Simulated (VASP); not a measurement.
All values below come from PBEsol GGA, VASP's PBE PAW potentials (set 64) (plane waves; VASP).

VASP ran on this input.

### POSCAR
```
Al
1
    0.0000000000     8.0231226464     8.0231226464
    8.0231226464     0.0000000000     8.0231226464
    8.0231226464     8.0231226464     0.0000000000
Al
64
Direct
  0.0000000000   0.0000000000   0.0000000000
  0.0000000000   0.0000000000   0.2500000000
  0.0000000000   0.0000000000   0.5000000000
  0.0000000000   0.0000000000   0.7500000000
  0.0000000000   0.2500000000   0.0000000000
  0.0000000000   0.2500000000   0.2500000000
  0.0000000000   0.2500000000   0.5000000000
  0.0000000000   0.2500000000   0.7500000000
  0.0000000000   0.5000000000   0.0000000000
  0.0000000000   0.5000000000   0.2500000000
  0.0000000000   0.5000000000   0.5000000000
  0.0000000000   0.5000000000   0.7500000000
  0.0000000000   0.7500000000   0.0000000000
  0.0000000000   0.7500000000   0.2500000000
  0.0000000000   0.7500000000   0.5000000000
  0.0000000000   0.7500000000   0.7500000000
  0.2500000000   0.0000000000   0.0000000000
  0.2500000000   0.0000000000   0.2500000000
  0.2500000000   0.0000000000   0.5000000000
  0.2500000000   0.0000000000   0.7500000000
  0.2500000000   0.2500000000   0.0000000000
  0.2500000000   0.2500000000   0.2500000000
  0.2500000000   0.2500000000   0.5000000000
  0.2500000000   0.2500000000   0.7500000000
  0.2500000000   0.5000000000   0.0000000000
  0.2500000000   0.5000000000   0.2500000000
  0.2500000000   0.5000000000   0.5000000000
  0.2500000000   0.5000000000   0.7500000000
  0.2500000000   0.7500000000   0.0000000000
  0.2500000000   0.7500000000   0.2500000000
  0.2500000000   0.7500000000   0.5000000000
  0.2500000000   0.7500000000   0.7500000000
  0.5000000000   0.0000000000   0.0000000000
  0.5000000000   0.0000000000   0.2500000000
  0.5000000000   0.0000000000   0.5000000000
  0.5000000000   0.0000000000   0.7500000000
  0.5000000000   0.2500000000   0.0000000000
  0.5000000000   0.2500000000   0.2500000000
  0.5000000000   0.2500000000   0.5000000000
  0.5000000000   0.2500000000   0.7500000000
  0.5000000000   0.5000000000   0.0000000000
  0.5000000000   0.5000000000   0.2500000000
  0.5000000000   0.5000000000   0.5000000000
  0.5000000000   0.5000000000   0.7500000000
  0.5000000000   0.7500000000   0.0000000000
  0.5000000000   0.7500000000   0.2500000000
  0.5000000000   0.7500000000   0.5000000000
  0.5000000000   0.7500000000   0.7500000000
  0.7500000000   0.0000000000   0.0000000000
  0.7500000000   0.0000000000   0.2500000000
  0.7500000000   0.0000000000   0.5000000000
  0.7500000000   0.0000000000   0.7500000000
  0.7500000000   0.2500000000   0.0000000000
  0.7500000000   0.2500000000   0.2500000000
  0.7500000000   0.2500000000   0.5000000000
  0.7500000000   0.2500000000   0.7500000000
  0.7500000000   0.5000000000   0.0000000000
  0.7500000000   0.5000000000   0.2500000000
  0.7500000000   0.5000000000   0.5000000000
  0.7500000000   0.5000000000   0.7500000000
  0.7500000000   0.7500000000   0.0000000000
  0.7500000000   0.7500000000   0.2500000000
  0.7500000000   0.7500000000   0.5000000000
  0.7500000000   0.7500000000   0.7500000000
```

KPOINTS:
```
Regular mesh
0
Gamma
 3 3 3
```

### QPOINTS
```
k-points along high-symmetry lines
13
Line-mode
Cartesian
  0.000000   0.000000   0.000000 ! GAMMA
  0.000000   0.249279   0.000000 ! X

  0.000000   0.249279   0.000000 ! X
  0.062320   0.249279   0.062320 ! U

  0.186960   0.186960   0.000000 ! K
  0.000000   0.000000   0.000000 ! GAMMA

  0.000000   0.000000   0.000000 ! GAMMA
  0.124640   0.124640   0.124640 ! L

  0.124640   0.124640   0.124640 ! L
  0.124640   0.249279   0.000000 ! W

  0.124640   0.249279   0.000000 ! W
  0.000000   0.249279   0.000000 ! X
```

INCAR:
```
! general
SYSTEM           = Al
PREC             = Accurate
ENCUT            = 400   ! plane-wave cut-off (eV)
LREAL            = .FALSE.   ! projection in real space or not
LASPH            = .TRUE.   ! aspherical one-centre terms

! electronic loop
EDIFF            = 1E-7   ! SCF stop (eV)
NELM             = 100
ALGO             = Normal   ! blocked Davidson

! smearing
ISMEAR           = 1
SIGMA            = 0.1   ! width (eV)

! functional
GGA              = PS   ! PBEsol

! ions
IBRION           = 6   ! finite differences
NSW              = 1
ISIF             = 2
POTIM            = 0.015
NFREE            = 2

! output
LWAVE            = .FALSE.
LCHARG           = .FALSE.

! other
LPHON_DISPERSION = .TRUE.
```

POTCAR, in this order: Al (PBE.64 set). Program: vasp_std.

Output

File OSZICAR:
```
       N       E                     dE             d eps       ncg     rms          rms(c)
DAV:   1     0.204335303777E+03    0.20434E+03   -0.57565E+04  1032   0.974E+02
DAV:   2    -0.236255430102E+03   -0.44059E+03   -0.41404E+03  1230   0.138E+02
DAV:   3    -0.263533049509E+03   -0.27278E+02   -0.25949E+02  1255   0.281E+01
DAV:   4    -0.264108038488E+03   -0.57499E+00   -0.56707E+00  1176   0.429E+00
DAV:   5    -0.264117628205E+03   -0.95897E-02   -0.95718E-02  1200   0.572E-01    0.115E+01
DAV:   6    -0.263041579550E+03    0.10760E+01   -0.12446E-01  1159   0.744E-01    0.654E+00
DAV:   7    -0.262321257755E+03    0.72032E+00   -0.27963E-01  1120   0.107E+00    0.984E-01
DAV:   8    -0.262310844755E+03    0.10413E-01   -0.69174E-03  1216   0.168E-01    0.134E-01
DAV:   9    -0.262310788845E+03    0.55910E-04   -0.49666E-05  1207   0.152E-02    0.231E-02
DAV:  10    -0.262310751525E+03    0.37320E-04   -0.10238E-06  1184   0.262E-03    0.421E-02
DAV:  11    -0.262310754584E+03   -0.30591E-05   -0.24538E-07   727   0.999E-04    0.401E-03
DAV:  12    -0.262310754107E+03    0.47714E-06   -0.12549E-08   640   0.316E-04    0.294E-04
DAV:  13    -0.262310754263E+03   -0.15675E-06   -0.19114E-09   638   0.101E-04    0.209E-04
DAV:  14    -0.262310754273E+03   -0.96907E-08   -0.30248E-10   621   0.510E-05
   1 F= -.26231075E+03 E0= -.26232728E+03  d E =0.495784E-01
 Found     1 degrees of freedom:
       N       E                     dE             d eps       ncg     rms          rms(c)
DAV:   1    -0.262310222578E+03    0.53169E-03   -0.26449E-02  1585   0.385E-01    0.540E-02
DAV:   2    -0.262310200496E+03    0.22082E-04   -0.10166E-03  1720   0.755E-02    0.322E-02
DAV:   3    -0.262310192394E+03    0.81022E-05   -0.44487E-05  1750   0.148E-02    0.184E-02
DAV:   4    -0.262310189977E+03    0.24168E-05   -0.70057E-06  1727   0.521E-03    0.824E-03
DAV:   5    -0.262310189871E+03    0.10621E-06   -0.10484E-06  1774   0.210E-03    0.220E-03
DAV:   6    -0.262310189874E+03   -0.38626E-08   -0.51810E-08   893   0.513E-04
   2 F= -.26231019E+03 E0= -.26232671E+03  d E =0.495620E-01
       N       E                     dE             d eps       ncg     rms          rms(c)
DAV:   1    -0.262310358120E+03   -0.16825E-03   -0.94676E-02  1581   0.674E-01    0.102E-01
DAV:   2    -0.262310231565E+03    0.12655E-03   -0.37534E-03  1720   0.143E-01    0.624E-02
DAV:   3    -0.262310199223E+03    0.32343E-04   -0.17952E-04  1783   0.294E-02    0.345E-02
DAV:   4    -0.262310190221E+03    0.90017E-05   -0.27513E-05  1736   0.104E-02    0.151E-02
DAV:   5    -0.262310189869E+03    0.35213E-06   -0.37267E-06  1799   0.401E-03    0.417E-03
DAV:   6    -0.262310189877E+03   -0.77171E-08   -0.18586E-07  1184   0.962E-04
   3 F= -.26231019E+03 E0= -.26232671E+03  d E =0.495620E-01
```

OUTCAR:
```
------------------------ aborting loop because EDIFF is reached ----------------------------------------
  FORCE on cell =-STRESS in cart. coord.  units (eV):
  Direction    XX          YY          ZZ          XY          YZ          ZX
  --------------------------------------------------------------------------------------
  Total        3.6128816      3.6126018      3.6126018      0.0000000      0.0000000      0.0000000
  in kB        5.6040760      5.6036421      5.6036421      0.0000000      0.0000000      0.0000000
  external PRESSURE =       5.6037867 kB  Pullay stress =       0.0000000 kB
  volume of cell :     1032.90
      direct lattice vectors                 reciprocal lattice vectors
     0.000000000  8.023122646  8.023122646    -0.062319875  0.062319875  0.062319875
     8.023122646  0.000000000  8.023122646     0.062319875 -0.062319875  0.062319875
     8.023122646  8.023122646  0.000000000     0.062319875  0.062319875 -0.062319875
 POSITION                                       TOTAL-FORCE (eV/Angst)
 -----------------------------------------------------------------------------------
     -0.01500      0.00000      0.00000         0.075309     -0.000000     -0.000000
      2.00578      2.00578      0.00000        -0.010397     -0.009451     -0.000000
      4.01156      4.01156      0.00000        -0.000207     -0.000583     -0.000000
      6.01734      6.01734      0.00000        -0.010774     -0.009954     -0.000000
      2.00578      0.00000      2.00578        -0.010397     -0.000000     -0.009451
      4.01156      2.00578      2.00578         0.000594      0.000172      0.000172
      6.01734      4.01156      2.00578        -0.000391      0.000168      0.000992
      8.02312      6.01734      2.00578         0.002539      0.000050     -0.000050
      4.01156      0.00000      4.01156        -0.000207     -0.000000     -0.000583
      6.01734      2.00578      4.01156        -0.000391      0.000992      0.000168
      8.02312      4.01156      4.01156        -0.001495     -0.000000     -0.000000
     10.02890      6.01734      4.01156        -0.000390      0.000987      0.000185
      6.01734      0.00000      6.01734        -0.010774     -0.000000     -0.009954
      8.02312      2.00578      6.01734         0.002539     -0.000050      0.000050
     10.02890      4.01156      6.01734        -0.000390      0.000185      0.000987
     12.03468      6.01734      6.01734         0.000563      0.000178      0.000178
      0.00000      2.00578      2.00578         0.002539     -0.000050     -0.000050
      2.00578      4.01156      2.00578        -0.000390      0.000185     -0.000987
      4.01156      6.01734      2.00578         0.000563      0.000178     -0.000178
      6.01734      8.02312      2.00578        -0.010774     -0.000000      0.009954
      2.00578      2.00578      4.01156        -0.000390     -0.000987      0.000185
      4.01156      4.01156      4.01156         0.001252     -0.000000     -0.000000
      6.01734      6.01734      4.01156        -0.000391     -0.000992     -0.000168
      8.02312      8.02312      4.01156         0.002397     -0.000000     -0.000001
      4.01156      2.00578      6.01734         0.000563     -0.000178      0.000178
      6.01734      4.01156      6.01734        -0.000391     -0.000168     -0.000992
      8.02312      6.01734      6.01734         0.000297      0.000004      0.000004
     10.02890      8.02312      6.01734        -0.000542     -0.000000     -0.001090
      6.01734      2.00578      8.02312        -0.010774      0.009954     -0.000000
      8.02312      4.01156      8.02312         0.002397     -0.000001     -0.000000
     10.02890      6.01734      8.02312        -0.000542     -0.001090     -0.000000
     12.03468      8.02312      8.02312        -0.001022     -0.000000     -0.000000
      0.00000      4.01156      4.01156        -0.001495     -0.000000     -0.000000
      2.00578      6.01734      4.01156        -0.000390      0.000987     -0.000185
      4.01156      8.02312      4.01156        -0.000207     -0.000000      0.000583
      6.01734     10.02890      4.01156        -0.000391      0.000992     -0.000168
      2.00578      4.01156      6.01734        -0.000390     -0.000185      0.000987
      4.01156      6.01734      6.01734         0.000594     -0.000172     -0.000172
      6.01734      8.02312      6.01734        -0.000538     -0.000000      0.001114
      8.02312     10.02890      6.01734         0.000297     -0.000004      0.000004
      4.01156      4.01156      8.02312        -0.000207      0.000583     -0.000000
      6.01734      6.01734      8.02312        -0.000538      0.001114     -0.000000
      8.02312      8.02312      8.02312        -0.002282     -0.000000     -0.000000
     10.02890     10.02890      8.02312        -0.000542      0.001090     -0.000000
      6.01734      4.01156     10.02890        -0.000391     -0.000168      0.000992
      8.02312      6.01734     10.02890         0.000297      0.000004     -0.000004
     10.02890      8.02312     10.02890        -0.000542     -0.000000      0.001090
     12.03468     10.02890     10.02890         0.000563     -0.000178     -0.000178
      0.00000      6.01734      6.01734         0.002539      0.000050      0.000050
      2.00578      8.02312      6.01734        -0.010397     -0.000000      0.009451
      4.01156     10.02890      6.01734         0.000594      0.000172     -0.000172
      6.01734     12.03468      6.01734        -0.000391      0.000168     -0.000992
      2.00578      6.01734      8.02312        -0.010397      0.009451     -0.000000
      4.01156      8.02312      8.02312        -0.000995     -0.000000     -0.000000
      6.01734     10.02890      8.02312        -0.000538     -0.001114     -0.000000
      8.02312     12.03468      8.02312         0.002397      0.000001     -0.000000
      4.01156      6.01734     10.02890         0.000594     -0.000172      0.000172
      6.01734      8.02312     10.02890        -0.000538     -0.000000     -0.001114
      8.02312     10.02890     10.02890         0.000297     -0.000004     -0.000004
     10.02890     12.03468     10.02890        -0.000390     -0.000185     -0.000987
      6.01734      6.01734     12.03468        -0.000391     -0.000992      0.000168
      8.02312      8.02312     12.03468         0.002397     -0.000000      0.000001
     10.02890     10.02890     12.03468        -0.000390     -0.000987     -0.000185
     12.03468     12.03468     12.03468         0.001252     -0.000000     -0.000000
 -----------------------------------------------------------------------------------
    total drift:                               -0.000033     -0.000000     -0.000000
  FREE ENERGIE OF THE ION-ELECTRON SYSTEM (eV)
  ---------------------------------------------------
  free  energy   TOTEN  =      -262.3101898766 eV

  energy  without entropy=     -262.3597519117  energy(sigma->0) =     -262.32671055
```
(Selected blocks of OUTCAR.)

The cell is a supercell, built from Al (fcc).
